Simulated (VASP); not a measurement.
Input:

```yaml
crystal:
  lattice:
    - [0.00000, 3.07604, 3.07604]
    - [3.07604, 0.00000, 3.07604]
    - [3.07604, 3.07604, 0.00000]
  atoms:
    - { symbol: In, position: [0.00000, 0.00000, 0.00000] }
    - { symbol: As, position: [0.25000, 0.25000, 0.25000] }
```

All values below come from rev-vdW-DF2, VASP's PBE PAW potentials (set 64) (plane waves; VASP). Numerical set-up: 520 eV cut-off, Gaussian smearing of 0.050 eV, potentials In_d As.

Q: Give the energies of bands 7 to 12 at the high-symmetry points, in eV from the Fermi level.

A: 
```csv
band,Γ,X,U,L,W
7,-0.60,-5.67,-5.54,-5.56,-5.54
8,0.00,-2.17,-3.06,-0.92,-2.76
9,0.00,-2.17,-1.81,-0.92,-2.67
10,0.00,1.54,2.04,0.75,3.92
11,3.83,1.97,4.08,4.59,4.21
12,3.83,8.76,7.00,4.59,4.77
```

It has no gap at this level: it comes out as a metal or semimetal.

The compound is InAs in the zinc blende structure. It was relaxed first.
